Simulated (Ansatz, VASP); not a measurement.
# NaCaF3: VASP beside Ansatz

```xyz
5
Lattice="4.4665 0.0000 0.0000 0.0000 4.4665 0.0000 0.0000 0.0000 4.4665" Properties=species:S:1:pos:R:3 pbc="T T T"
Na    0.0000    0.0000    0.0000
Ca    2.2332    2.2332    2.2332
F     2.2332    2.2332    0.0000
F     2.2332    0.0000    2.2332
F     0.0000    2.2332    2.2332
```

Alike in both runs: task single point; functional r2SCAN; k mesh 6 × 6 × 6; no spin polarisation.

|  | VASP | Ansatz |
| --- | --- | --- |
| version | VASP 6.6.1 | Ansatz 0.2.0 |
| potentials or method | VASP PAW PBE potentials, release 64 (Na_pv, Ca_sv, F) | plane waves, PAW |
| plane-wave cutoff (eV) | 520 | 500 |
| occupations | gaussian, width 0.01 eV | fixed |
| valence electrons in the cell | 38 | 40 |

```csv
,VASP,Ansatz,Ansatz less VASP
gap on the k mesh at the Fermi level (eV),5.76,5.76,+0.001
pressure (GPa),-2.5,-2.7,-0.28
```

The two sets of potentials don't hold the same shells in valence.

Caveats: the PAW data sets were made with another functional, which shifts forces and pressure a little (VASP). A k mesh can miss the band edges. r2SCAN opens gaps a little over a GGA but as a rule still falls short of measured ones.
